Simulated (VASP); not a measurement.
Energy against volume of YN (rock salt). These are SCAN meta-GGA, VASP's PBE PAW potentials (set 64) (plane waves; VASP) values and carry that method's errors. Settings: 520 eV cut-off, 9×9×9 Γ-centred mesh, Gaussian smearing of 0.050 eV, potentials Y_sv N.

```json
[
 {"V (Å³/atom)": "13.748", "E (eV/atom)": "-20.56587"},
 {"V (Å³/atom)": "14.187", "E (eV/atom)": "-20.58848"},
 {"V (Å³/atom)": "14.625", "E (eV/atom)": "-20.59455"},
 {"V (Å³/atom)": "15.064", "E (eV/atom)": "-20.58685"}
]
```

Q: Fit these four points and predict the energy of the run at 15.503 Å³/atom.

A: A cubic in V^(−2/3), the third-order Birch-Murnaghan form, passes through the four points with V0 = 14.59 Å³/atom and B0 = 170 GPa, and gives -20.5676 eV/atom there. The run gave -20.5675 eV/atom, +0.2 meV/atom from the fit; all five points give B0 = 170 GPa.

The compound is YN in the rock salt structure. It was relaxed first.
